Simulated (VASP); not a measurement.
Method: LDA (Ceperley-Alder, Perdew-Zunger), VASP's LDA PAW potentials (set 64) (plane waves; VASP).

The input files of a VASP run:

File POSCAR:
```
Cu
1
   -0.0000000000     1.7116781960     1.7116781960
    1.7116781960    -0.0000000000     1.7116781960
    1.7116781960     1.7116781960    -0.0000000000
Cu
1
Direct
  0.0000000000   0.0000000000   0.0000000000
```

**KPOINTS**
```
K-points
0
Gamma
 18 18 18
```

INCAR:
```
# general
SYSTEM  = Cu
PREC    = Accurate
ENCUT   = 500
LREAL   = .False.
LASPH   = .True.

# electronic loop
EDIFF   = 1E-6
NELM    = 100
ALGO    = Normal
LMAXMIX = 4

# smearing
ISMEAR  = 1
SIGMA   = 0.1

# ions
IBRION  = 2
NSW     = 40
ISIF    = 3
EDIFFG  = -0.02
PSTRESS = 200

# output
LWAVE   = .False.
LCHARG  = .False.
```

POTCAR, in this order: Cu (LDA.64 set). Program: vasp_std.

The resulting files:

File OSZICAR:
```
       N       E                     dE             d eps       ncg     rms          rms(c)
DAV:   1     0.330463153252E+02    0.33046E+02   -0.55364E+03  3687   0.211E+03
DAV:   2    -0.526502003232E+01   -0.38311E+02   -0.36475E+02  3530   0.198E+02
DAV:   3    -0.568751005698E+01   -0.42249E+00   -0.42137E+00  4214   0.296E+01
DAV:   4    -0.569033538603E+01   -0.28253E-02   -0.28250E-02  4126   0.213E+00
DAV:   5    -0.569036703319E+01   -0.31647E-04   -0.31645E-04  4236   0.187E-01    0.808E+00
DAV:   6    -0.495950967155E+01    0.73086E+00   -0.15498E+01  3684   0.981E+01    0.313E+00
DAV:   7    -0.467655097508E+01    0.28296E+00   -0.20822E+00  3743   0.357E+01    0.749E-01
DAV:   8    -0.465553782509E+01    0.21013E-01   -0.98357E-03  5245   0.133E+00    0.211E-01
DAV:   9    -0.465460639614E+01    0.93143E-03   -0.40703E-03  3942   0.139E+00    0.165E-02
DAV:  10    -0.465462031446E+01   -0.13918E-04   -0.19899E-05  4469   0.822E-02    0.510E-03
DAV:  11    -0.465462200784E+01   -0.16934E-05   -0.43400E-07  2195   0.138E-02    0.552E-04
DAV:  12    -0.465462200710E+01    0.73442E-09   -0.32498E-08  1880   0.295E-03
   1 F= -.34025890E+01 E0= -.34026494E+01  d E =-.340259E+01
```

File OUTCAR:
```
------------------------ aborting loop because EDIFF is reached ----------------------------------------
  FORCE on cell =-STRESS in cart. coord.  units (eV):
  Direction    XX          YY          ZZ          XY          YZ          ZX
  --------------------------------------------------------------------------------------
  Total        1.2365172      1.2365172      1.2365172     -0.0000000     -0.0000000      0.0000000
  in kB      197.5215106    197.5215106    197.5215106     -0.0000000     -0.0000000      0.0000000
  external PRESSURE =      -2.4784894 kB  Pullay stress =     200.0000000 kB
  volume of cell :       10.03
      direct lattice vectors                 reciprocal lattice vectors
     0.000000000  1.711678196  1.711678196    -0.292110983  0.292110983  0.292110983
     1.711678196  0.000000000  1.711678196     0.292110983 -0.292110983  0.292110983
     1.711678196  1.711678196  0.000000000     0.292110983  0.292110983 -0.292110983
 POSITION                                       TOTAL-FORCE (eV/Angst)
 -----------------------------------------------------------------------------------
      0.00000      0.00000      0.00000         0.000000      0.000000      0.000000
 -----------------------------------------------------------------------------------
    total drift:                                0.000000     -0.000000     -0.000000
  FREE ENERGIE OF THE ION-ELECTRON SYSTEM (eV)
  ---------------------------------------------------
  free  energy   TOTEN  =        -4.6546220071 eV

  energy  without entropy=       -4.6548030144  energy(sigma->0) =       -4.65468234
  enthalpy is  TOTEN    =        -3.4025890399 eV   P V=        1.2520329672

 reached required accuracy - stopping structural energy minimisation
```
(Selected blocks of OUTCAR.)

The compound is Cu in the fcc structure. It was relaxed first under an external pressure of 20 GPa.
